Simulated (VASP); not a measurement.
Here is the system:

```
Mg3Sb2
1.0
    2.28652    -3.96036     0.00000
    2.28652     3.96036     0.00000
    0.00000     0.00000     7.20927
Mg Sb
3 2
Cartesian
  0.00000   0.00000   7.20927
  2.28652   1.32012   4.56638
  2.28652  -1.32012   2.64288
  2.28652   1.32012   1.61767
  2.28652  -1.32012   5.59160
```

These are vdW-DF-cx, VASP's PBE PAW potentials (set 64) (plane waves; VASP 6.6.1) values and carry that method's errors. Run with 520 eV cut-off, Gaussian smearing of 0.050 eV, potentials Mg Sb.

Unless said otherwise, spin-orbit coupling is left out, though it shifts the bands of the heavy elements here.

### Question
Give the energies of bands 3 to 11 at the high-symmetry points, in eV from the valence-band maximum.

### Answer

```tsv
band	Γ	M	K	A	L	H
3	-4.94	-4.70	-4.40	-3.08	-4.95	-4.34
4	-1.15	-3.79	-3.62	-3.02	-4.62	-4.34
5	-1.15	-3.28	-3.62	-0.82	-1.93	-4.04
6	-0.45	-2.36	-2.59	-0.82	-1.69	-3.37
7	-0.45	-2.21	-2.59	-0.80	-1.67	-1.00
8	0.00	-0.93	-2.56	-0.80	-1.55	-1.00
9	1.13	0.38	0.27	1.74	0.53	1.79
10	1.22	1.96	4.12	1.89	1.28	1.79
11	3.02	2.14	4.22	2.68	1.76	2.51
```

The gap is indirect, 0.27 eV, from the valence maximum at Γ to the conduction minimum at K.

The compound is Mg3Sb2 in the a-la2o3 structure. It was relaxed first.
